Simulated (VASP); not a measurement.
Level of theory: LDA (Ceperley-Alder, Perdew-Zunger), VASP's LDA PAW potentials (set 64) (plane waves; VASP).

VASP input:

**KPOINTS**
```
Automatic mesh
0
Gamma
14 14 14
0 0 0
```

INCAR:
```
! general
SYSTEM  = MoSi2
PREC    = Accurate
ENCUT   = 500
LREAL   = .FALSE.
LASPH   = .TRUE.

! electronic loop
EDIFF   = 1E-6
NELM    = 100
ALGO    = Normal
LMAXMIX = 4

! smearing
ISMEAR  = 1
SIGMA   = 0.1

! ions
IBRION  = 2
NSW     = 40
ISIF    = 3
EDIFFG  = -0.02
PSTRESS = 450

! output
LWAVE   = .FALSE.
LCHARG  = .FALSE.
```

POSCAR:
```
MoSi2
1
   -1.5289120613     1.5289120613     3.7771023494
    1.5289120613    -1.5289120613     3.7771023494
    1.5289120613     1.5289120613    -3.7771023494
Si Mo
2 1
Direct
  0.6661981386   0.6661981386   0.0000000000
  0.3338018614   0.3338018614   0.0000000000
  0.0000000000   0.0000000000   0.0000000000
```

POTCAR, in this order: Si Mo_sv (LDA.64 set). Program: vasp_std.

Output of the run:

File OUTCAR:
```
 ion  position               nearest neighbor table
   1  0.666  0.666  0.000-   3 2.50   3 2.50   3 2.50   3 2.50   2 2.51   2 2.51   2 2.51   2 2.51
                             2 2.51   3 2.52
   2  0.334  0.334  0.000-   3 2.50   3 2.50   3 2.50   3 2.50   1 2.51   1 2.51   1 2.51   1 2.51
                             1 2.51   3 2.52
   3  0.000  0.000  0.000-   1 2.50   1 2.50   2 2.50   2 2.50   1 2.50   1 2.50   2 2.50   2 2.50
                             1 2.52   2 2.52
  LATTYP: Found a body centered tetragonal cell.
 ALAT       =     3.0578241226
 C/A-ratio  =     2.4704510122
 Subroutine PRICEL returns:
 Original cell was already a primitive cell.
 Subroutine GETGRP returns: Found 16 space group operations
The static configuration has the point symmetry D_4h.
The dynamic configuration has the point symmetry D_4h.
 Subroutine INISYM returns: Found 16 space group operations
 Subroutine IBZKPT returns following result:
 Found    244 irreducible k-points:

 Following reciprocal coordinates:
            Coordinates               Weight
  0.000000  0.000000  0.000000      1.000000
  0.071429 -0.000000  0.000000      8.000000
  0.142857 -0.000000  0.000000      8.000000
  0.214286 -0.000000  0.000000      8.000000
  0.285714  0.000000  0.000000      8.000000
  0.357143 -0.000000  0.000000      8.000000
  0.428571 -0.000000  0.000000      8.000000
  0.500000 -0.000000  0.000000      4.000000
  0.071429  0.071429  0.000000      8.000000
  0.142857  0.071429  0.000000     16.000000
  0.214286  0.071429  0.000000     16.000000
  0.285714  0.071429  0.000000     16.000000
  0.357143  0.071429  0.000000     16.000000
  0.428571  0.071429  0.000000     16.000000
  0.500000  0.071429  0.000000     16.000000
 -0.428571  0.071429 -0.000000     16.000000
 -0.357143  0.071429  0.000000     16.000000
 -0.285714  0.071429 -0.000000     16.000000
 -0.214286  0.071429 -0.000000     16.000000
 -0.142857  0.071429 -0.000000     16.000000
 -0.071429  0.071429  0.000000      4.000000
  0.142857  0.142857  0.000000      8.000000
  0.214286  0.142857  0.000000     16.000000
  0.285714  0.142857  0.000000     16.000000
  0.357143  0.142857  0.000000     16.000000
  0.428571  0.142857  0.000000     16.000000
  0.500000  0.142857  0.000000     16.000000
 -0.428571  0.142857  0.000000     16.000000
 -0.357143  0.142857 -0.000000     16.000000
 -0.285714  0.142857  0.000000     16.000000
 -0.214286  0.142857 -0.000000     16.000000
 -0.142857  0.142857  0.000000      4.000000
  0.214286  0.214286  0.000000      8.000000
  0.285714  0.214286  0.000000     16.000000
  0.357143  0.214286 -0.000000     16.000000
  0.428571  0.214286  0.000000     16.000000
  0.500000  0.214286  0.000000     16.000000
 -0.428571  0.214286 -0.000000     16.000000
 -0.357143  0.214286  0.000000     16.000000
 -0.285714  0.214286  0.000000     16.000000
   k-points           NKPTS =    244   k-points in BZ     NKDIM =    244   number of bands    NBANDS=     15
   number of dos      NEDOS =    301   number of ions     NIONS =      3
   total plane-waves  NPLWV =  32768
   dimension x,y,z NGX =    32 NGY =   32 NGZ =   32
   dimension x,y,z NGXF=    64 NGYF=   64 NGZF=   64
   ions per type =               2   1
   PREC   = accura    normal or accurate (medium, high low for compatibility)
   ISTART =      0    job   : 0-new  1-cont  2-samecut
   ICHARG =      2    charge: 1-file 2-atom 10-const
   ISPIN  =      1    spin polarized calculation?
   LNONCOLLINEAR =      F non collinear calculations
   LSORBIT =      F    spin-orbit coupling
   INIWAV =      1    electr: 0-lowe 1-rand  2-diag
   ENCUT  =  500.0 eV  36.75 Ry    6.06 a.u.   7.94  7.94  7.94*2*pi/ulx,y,z
...
```

### OSZICAR
```
       N       E                     dE             d eps       ncg     rms          rms(c)
DAV:   1     0.131276982833E+03    0.13128E+03   -0.11336E+04  7328   0.138E+03
DAV:   2    -0.227960958754E+02   -0.15407E+03   -0.15200E+03  8552   0.357E+02
DAV:   3    -0.262986754894E+02   -0.35026E+01   -0.34768E+01  9609   0.487E+01
DAV:   4    -0.263152191589E+02   -0.16544E-01   -0.16535E-01  8531   0.392E+00
DAV:   5    -0.263153462372E+02   -0.12708E-03   -0.12707E-03  9651   0.333E-01    0.298E+01
DAV:   6    -0.256043055183E+02    0.71104E+00   -0.50819E+00  8762   0.181E+01    0.759E+00
DAV:   7    -0.255088238577E+02    0.95482E-01   -0.58401E-01  8447   0.568E+00    0.600E+00
DAV:   8    -0.254769946795E+02    0.31829E-01   -0.82209E-02  8979   0.257E+00    0.369E-01
DAV:   9    -0.254763334892E+02    0.66119E-03   -0.18682E-03  8930   0.377E-01    0.188E-01
DAV:  10    -0.254762408111E+02    0.92678E-04   -0.40782E-04  8706   0.196E-01    0.616E-02
DAV:  11    -0.254762343562E+02    0.64549E-05   -0.57548E-05  9028   0.665E-02    0.134E-02
DAV:  12    -0.254762338306E+02    0.52556E-06   -0.35722E-06  6919   0.139E-02
   1 F= -.15556827E+02 E0= -.15556833E+02  d E =-.155568E+02
       N       E                     dE             d eps       ncg     rms          rms(c)
DAV:   1    -0.288947556881E+02   -0.34185E+01   -0.14020E+02  7978   0.145E+02    0.529E+01
DAV:   2    -0.236049913455E+02    0.52898E+01   -0.24499E+01  7859   0.525E+01    0.606E+00
DAV:   3    -0.234057675186E+02    0.19922E+00   -0.56664E-01  8202   0.714E+00    0.475E+00
DAV:   4    -0.233512475513E+02    0.54520E-01   -0.25947E-01  8454   0.512E+00    0.385E+00
DAV:   5    -0.233563438733E+02   -0.50963E-02   -0.91412E-03  8888   0.865E-01    0.158E+00
DAV:   6    -0.233569059336E+02   -0.56206E-03   -0.48199E-03  7985   0.524E-01    0.187E-01
DAV:   7    -0.233568673140E+02    0.38620E-04   -0.22181E-04  9105   0.112E-01    0.525E-02
DAV:   8    -0.233568649485E+02    0.23655E-05   -0.10731E-05  8692   0.292E-02    0.260E-02
DAV:   9    -0.233568644729E+02    0.47560E-06   -0.14760E-06  5229   0.948E-03
   2 F= -.14919723E+02 E0= -.14919805E+02  d E =0.637104E+00
       N       E                     dE             d eps       ncg     rms          rms(c)
DAV:   1    -0.290432619270E+02   -0.56864E+01   -0.89931E+01  8167   0.118E+02    0.258E+01
DAV:   2    -0.256214259973E+02    0.34218E+01   -0.35789E+01  8217   0.534E+01    0.397E+00
DAV:   3    -0.251961972134E+02    0.42523E+00   -0.23770E+00  7733   0.107E+01    0.282E+00
DAV:   4    -0.251809075073E+02    0.15290E-01   -0.31327E-01  8531   0.398E+00    0.525E-01
DAV:   5    -0.251784778044E+02    0.24297E-02   -0.47076E-02  8874   0.172E+00    0.795E-01
DAV:   6    -0.251802143038E+02   -0.17365E-02   -0.33843E-03  7971   0.459E-01    0.138E-01
DAV:   7    -0.251804618075E+02   -0.24750E-03   -0.58937E-04  8720   0.252E-01    0.423E-02
DAV:   8    -0.251804561897E+02    0.56178E-05   -0.39660E-05  9126   0.460E-02    0.987E-03
DAV:   9    -0.251804562026E+02   -0.12893E-07   -0.14391E-06  6971   0.922E-03
   3 F= -.15620898E+02 E0= -.15620920E+02  d E =-.640703E-01
       N       E                     dE             d eps       ncg     rms          rms(c)
DAV:   1    -0.251642560410E+02    0.16200E-01   -0.18310E-02  8321   0.165E+00    0.481E-01
DAV:   2    -0.251635505869E+02    0.70545E-03   -0.54674E-03  8328   0.677E-01    0.813E-02
DAV:   3    -0.251634960834E+02    0.54503E-04   -0.25654E-04  7936   0.112E-01    0.279E-02
DAV:   4    -0.251634893272E+02    0.67563E-05   -0.36509E-05  8370   0.579E-02    0.278E-02
DAV:   5    -0.251634902684E+02   -0.94123E-06   -0.25309E-06  6649   0.153E-02
   4 F= -.15621070E+02 E0= -.15621093E+02  d E =-.642423E-01
       N       E                     dE             d eps       ncg     rms          rms(c)
DAV:   1    -0.251561829793E+02    0.73063E-02   -0.35086E-03  8321   0.721E-01    0.210E-01
DAV:   2    -0.251560488595E+02    0.13412E-03   -0.10424E-03  8342   0.296E-01    0.351E-02
DAV:   3    -0.251560386068E+02    0.10253E-04   -0.48365E-05  7978   0.485E-02    0.119E-02
DAV:   4    -0.251560373757E+02    0.12311E-05   -0.67148E-06  8286   0.248E-02    0.121E-02
DAV:   5    -0.251560375506E+02   -0.17486E-06   -0.47294E-07  3765   0.684E-03
   5 F= -.15621058E+02 E0= -.15621082E+02  d E =-.642302E-01
       N       E                     dE             d eps       ncg     rms          rms(c)
DAV:   1    -0.251526293089E+02    0.34081E-02   -0.11804E-01  7979   0.356E+00    0.330E-01
DAV:   2    -0.251504344626E+02    0.21948E-02   -0.38537E-03  9063   0.587E-01    0.155E-01
DAV:   3    -0.251498225240E+02    0.61194E-03   -0.15194E-03  9056   0.341E-01    0.581E-02
DAV:   4    -0.251498141460E+02    0.83780E-05   -0.68045E-05  7922   0.700E-02    0.245E-02
DAV:   5    -0.251498135911E+02    0.55490E-06   -0.22421E-06  9190   0.119E-02
   6 F= -.15621703E+02 E0= -.15621718E+02  d E =-.645865E-03
       N       E                     dE             d eps       ncg     rms          rms(c)
DAV:   1    -0.251522122106E+02   -0.23981E-02   -0.10170E-02  7965   0.105E+00    0.982E-02
DAV:   2    -0.251520252488E+02    0.18696E-03   -0.33186E-04  9028   0.173E-01    0.458E-02
DAV:   3    -0.251519730968E+02    0.52152E-04   -0.12421E-04  9056   0.966E-02    0.162E-02
DAV:   4    -0.251519721666E+02    0.93026E-06   -0.58194E-06  7894   0.208E-02
   7 F= -.15621834E+02 E0= -.15621855E+02  d E =-.776882E-03
       N       E                     dE             d eps       ncg     rms          rms(c)
DAV:   1    -0.251716913420E+02   -0.19718E-01   -0.24990E-02  7985   0.188E+00    0.527E-01
DAV:   2    -0.251708585623E+02    0.83278E-03   -0.58371E-03  8216   0.718E-01    0.752E-02
DAV:   3    -0.251707827943E+02    0.75768E-04   -0.30927E-04  8097   0.123E-01    0.285E-02
DAV:   4    -0.251707717664E+02    0.11028E-04   -0.57824E-05  8776   0.734E-02    0.313E-02
DAV:   5    -0.251707728427E+02   -0.10763E-05   -0.32976E-06  8343   0.161E-02    0.192E-02
DAV:   6    -0.251707728714E+02   -0.28730E-07   -0.28132E-06  6849   0.105E-02
   8 F= -.15621788E+02 E0= -.15621805E+02  d E =0.463364E-04
       N       E                     dE             d eps       ncg     rms          rms(c)
DAV:   1    -0.251597542159E+02    0.11019E-01   -0.91787E-03  8013   0.114E+00    0.323E-01
DAV:   2    -0.251594489793E+02    0.30524E-03   -0.21228E-03  8209   0.434E-01    0.449E-02
DAV:   3    -0.251594214410E+02    0.27538E-04   -0.11134E-04  8097   0.741E-02    0.174E-02
DAV:   4    -0.251594173475E+02    0.40935E-05   -0.21161E-05  8783   0.445E-02    0.189E-02
DAV:   5    -0.251594177292E+02   -0.38163E-06   -0.11387E-06  4724   0.971E-03
   9 F= -.15621867E+02 E0= -.15621887E+02  d E =-.328667E-04
```

**OUTCAR**
```
------------------------ aborting loop because EDIFF is reached ----------------------------------------
  FORCE on cell =-STRESS in cart. coord.  units (eV):
  Direction    XX          YY          ZZ          XY          YZ          ZX
  --------------------------------------------------------------------------------------
  Total        9.5278591      9.5278591      9.5076429      0.0000000     -0.0000000      0.0000000
  in kB      449.5427407    449.5427407    448.5889038      0.0000000     -0.0000000      0.0000000
  external PRESSURE =      -0.7752049 kB  Pullay stress =     450.0000000 kB
  volume of cell :       33.96
      direct lattice vectors                 reciprocal lattice vectors
    -1.507487481  1.507487481  3.735661341     0.000000000  0.331677713  0.133845109
     1.507487481 -1.507487481  3.735661341     0.331677713  0.000000000  0.133845109
     1.507487481  1.507487481 -3.735661341     0.331677713  0.331677713  0.000000000
 POSITION                                       TOTAL-FORCE (eV/Angst)
 -----------------------------------------------------------------------------------
      0.00000      0.00000      4.98124         0.000000      0.000000      0.008214
      0.00000      0.00000      2.49009        -0.000000     -0.000000     -0.008214
      0.00000      0.00000      0.00000         0.000000      0.000000     -0.000000
 -----------------------------------------------------------------------------------
    total drift:                               -0.000000     -0.000000     -0.000000
  FREE ENERGIE OF THE ION-ELECTRON SYSTEM (eV)
  ---------------------------------------------------
  free  energy   TOTEN  =       -25.1594177292 eV

  energy  without entropy=      -25.1594764338  energy(sigma->0) =      -25.15943730
  enthalpy is  TOTEN    =       -15.6218672598 eV   P V=        9.5375504693

 reached required accuracy - stopping structural energy minimisation
```
(Selected blocks of OUTCAR.)

### CONTCAR
```
MoSi2
   1.00000000000000
    -1.5074874809198284    1.5074874809198286    3.7356613405919439
     1.5074874809198284   -1.5074874809198286    3.7356613405919439
     1.5074874809198284    1.5074874809198286   -3.7356613405919439
  Si              Mo
     2     1
Direct
     0.6667142922406228    0.6667142922406228    0.0000000000000000
     0.3332857077593773    0.3332857077593773    0.0000000000000000
     0.0000000000000000    0.0000000000000000    0.0000000000000000
```

Energy and stress use the plane-wave basis of the starting cell.

The compound is MoSi2 in the MoSi2 type structure. This run relaxes it under an external pressure of 45 GPa. Symmetry was kept, so distortions that lower it aren't found.
